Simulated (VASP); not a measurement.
**InP (relaxed from the CsCl type structure, space group Pm-3m): computed properties**

The numbers are results of PBEsol GGA, VASP's PBE PAW potentials (set 64) (plane waves; VASP), not measurements.

```yaml
space_group: Pm-3m (221)
cell: a = b = c = 3.393 Å, α = β = γ = 90.00°
volume_per_atom: 19.53 Å³/atom
band gap (over mesh and band path): none (metal, semimetal or under 0.01 eV)
density: 6.20 g/cm³
```

```xyz
2
Lattice="3.3928 0.0000 0.0000 0.0000 3.3928 0.0000 0.0000 0.0000 3.3928" Properties=species:S:1:pos:R:3 pbc="T T T"
In     0.0000     0.0000     0.0000
P      1.6964     1.6964     1.6964
```

Unless said otherwise, spin-orbit coupling is left out, though it shifts the bands of the heavy elements here.

The structure was generated: InP was put into the CsCl type type (Pm-3m), which need not be its known phase. It was relaxed first, which changed the volume by +15 %. Symmetry was kept, so distortions that lower it aren't found.
